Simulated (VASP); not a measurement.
Molecule: Cl2Cd, in a box.

```
Cl Cd
1.0
    13.00000    0.00000    0.00000
     0.00000   12.00000    0.00000
     0.00000    0.00000   11.00000
Cl Cd
2 1
Cartesian
  8.0445 7.3718 6.5119
  4.9815 4.6703 4.5561
  6.5128 6.0214 5.5339
```

Program: VASP 6.6.1. Alike in all runs: potentials or basis VASP PAW PBE potentials, release 64 (Cl, Cd); no spin polarisation; cell as given; k mesh 1 × 1 × 1; cutoff (eV) 520; smearing gaussian 0.01 eV.

Task: Order these runs on this cell by their band gap on the k mesh, lowest first.
A. level r2SCAN0; grid for exact exchange (PRECFOCK) Normal; exchange at q = 0 truncated
B. level PBE
C. level vdW-DF2

Result: C (4.25 eV), B (4.49 eV), A (7.08 eV).

